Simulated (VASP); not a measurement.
Method: PW91 GGA, VASP's PBE PAW potentials (set 64) (plane waves; VASP 6.6.1).

VASP input:

File KPOINTS:
```
k-points along high-symmetry lines
10
Line-mode
Reciprocal
  0.000000   0.000000   0.000000 ! GAMMA
 -0.000000   0.500000   0.000000 ! M

 -0.000000   0.500000   0.000000 ! M
 -0.333333   0.666667   0.000000 ! K

 -0.333333   0.666667   0.000000 ! K
  0.000000   0.000000   0.000000 ! GAMMA

  0.000000   0.000000   0.000000 ! GAMMA
  0.000000   0.000000   0.500000 ! A

  0.000000   0.000000   0.500000 ! A
 -0.000000   0.500000   0.500000 ! L

 -0.000000   0.500000   0.500000 ! L
 -0.333333   0.666667   0.500000 ! H

 -0.333333   0.666667   0.500000 ! H
  0.000000   0.000000   0.500000 ! A

 -0.000000   0.500000   0.500000 ! L
 -0.000000   0.500000   0.000000 ! M

 -0.333333   0.666667   0.500000 ! H
 -0.333333   0.666667   0.000000 ! K
```

File POSCAR:
```
BN
2.5116480
  0.4999998490  -0.8660252984   0.0000000000
  0.4999998490   0.8660252984   0.0000000000
  0.0000000000   0.0000000000   3.0522094868
B N
2 2
Cartesian
  0.4999998490   0.2886756768   0.7630523717
  0.4999998490  -0.2886756768   2.2891571151
  0.4999998490  -0.2886756768   0.7630523717
  0.4999998490   0.2886756768   2.2891571151
```

**INCAR**
```
# general
SYSTEM  =  BN
PREC    =  Accurate
ENCUT   =  520
LREAL   =  F
LASPH   =  T
ICHARG  =  11

# electronic loop
EDIFF   =  1E-7
NELM    =  100
ALGO    =  Normal

# smearing
ISMEAR  =  0
SIGMA   =  0.05

# functional
GGA     =  91

# output
LWAVE   =  F
LCHARG  =  F
LORBIT  =  11
```

POTCAR, in this order: B N (PBE.64 set). Program: vasp_std. Read from the step before: CHGCAR.

Output

### OSZICAR
```
       N       E                     dE             d eps       ncg     rms          rms(c)
DAV:   1     0.663616321372E+02    0.66362E+02   -0.80004E+03  2160   0.120E+03
DAV:   2    -0.284770657494E+02   -0.94839E+02   -0.83734E+02  3164   0.240E+02
DAV:   3    -0.332283998133E+02   -0.47513E+01   -0.47115E+01  2676   0.586E+01
DAV:   4    -0.332872942447E+02   -0.58894E-01   -0.58866E-01  2664   0.683E+00
DAV:   5    -0.332885758133E+02   -0.12816E-02   -0.12812E-02  2752   0.898E-01
DAV:   6    -0.332886203955E+02   -0.44582E-04   -0.44578E-04  2732   0.141E-01
DAV:   7    -0.332886221248E+02   -0.17293E-05   -0.17292E-05  2752   0.238E-02
DAV:   8    -0.332886222071E+02   -0.82294E-07   -0.82250E-07  2336   0.430E-03
   1 F= -.33288622E+02 E0= -.33288622E+02  d E =-.125656E-16
```

**OUTCAR**
```
 val. band max:        1.1174160312   @ k =  -0.2963   0.6481   0.0000

 cond. band min:       5.5961886323   @ k =   0.0000   0.5000   0.0000



 k-point     1 :       0.0000    0.0000    0.0000
  band No.  band energies     occupation
      1     -16.5131      2.00000
      2     -16.4231      2.00000
      3      -4.5540      2.00000
      4      -3.5547      2.00000
      5      -0.2493      2.00000
      6      -0.2492      2.00000
      7      -0.2416      2.00000
      8      -0.2415      2.00000
      9       5.7458      0.00000
     10       9.7670      0.00000
     11      12.1160      0.00000
     12      12.6396      0.00000

 k-point     2 :       0.0000    0.0556    0.0000
  band No.  band energies     occupation
      1     -16.4536      2.00000
      2     -16.3643      2.00000
      3      -4.4727      2.00000
      4      -3.4781      2.00000
      5      -0.5008      2.00000
      6      -0.4964      2.00000
      7      -0.3663      2.00000
      8      -0.3581      2.00000
      9       5.8553      0.00000
     10       9.7908      0.00000
     11      12.1727      0.00000
     12      12.6161      0.00000

 k-point     3 :       0.0000    0.1111    0.0000
  band No.  band energies     occupation
      1     -16.2767      2.00000
      2     -16.1895      2.00000
      3      -4.2300      2.00000
      4      -3.2501      2.00000
      5      -1.1973      2.00000
      6      -1.1937      2.00000
      7      -0.6842      2.00000
      8      -0.6747      2.00000
      9       6.1649      0.00000
     10       9.8394      0.00000
     11      12.1067      0.00000
     12      12.5267      0.00000

 k-point     4 :       0.0000    0.1667    0.0000
  band No.  band energies     occupation
      1     -15.9868      2.00000
      2     -15.9032      2.00000
      3      -3.8306      2.00000
      4      -2.8761      2.00000
      5      -2.2000      2.00000
      6      -2.1940      2.00000
      7      -1.1261      2.00000
...
```

The density is held fixed in this step, so its total energy and stress have no physical meaning. Without a dispersion term in the relaxation, distances and binding between the weakly bound layers, chains or molecules are unreliable, and so is what depends on them.

The compound is BN in the hex structure. It was relaxed first, which changed the volume by +16 %.
